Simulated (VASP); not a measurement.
Data:

```
Mg3Sb2
1.0
    2.27902    -3.94737     0.00000
    2.27902     3.94737     0.00000
    0.00000     0.00000     7.17900
Mg Sb
3 2
Direct
  0.00000   0.00000   0.00000
  0.33333   0.66667   0.63293
  0.66667   0.33333   0.36707
  0.33333   0.66667   0.22389
  0.66667   0.33333   0.77611
```

The numbers are results of PBEsol GGA, VASP's PBE PAW potentials (set 64) (plane waves; VASP), not measurements. Run with 500 eV cut-off, 6×6×3 Γ-centred mesh, Gaussian smearing of 0.050 eV, potentials Mg Sb.

Energy and stress use the plane-wave basis of the starting cell.

The ions, cell shape and volume at an external pressure of 5.0 GPa are relaxed. Which structure does the run end with?

```
Mg3Sb2
1.0
    2.21272    -3.83254     0.00000
    2.21272     3.83254     0.00000
    0.00000     0.00000     6.93959
Mg Sb
3 2
Direct
  0.00000   0.00000   0.00000
  0.33333   0.66667   0.63199
  0.66667   0.33333   0.36801
  0.33333   0.66667   0.21949
  0.66667   0.33333   0.78051
```
Space group P-3m1 (164), at a tolerance of 0.03 Å.

How do energy and volume change from the first to the last step?

The energy (σ→0) changes by +33.5 meV/atom and the volume by -8.9 %, in 8 ionic steps.

The compound is Mg3Sb2 in the a-la2o3 structure. This run relaxes it under an external pressure of 5 GPa. Symmetry was kept, so distortions that lower it aren't found. The k-mesh is coarse (spacing up to 0.30 per Å, 2π included), so the numbers may not be converged in it.
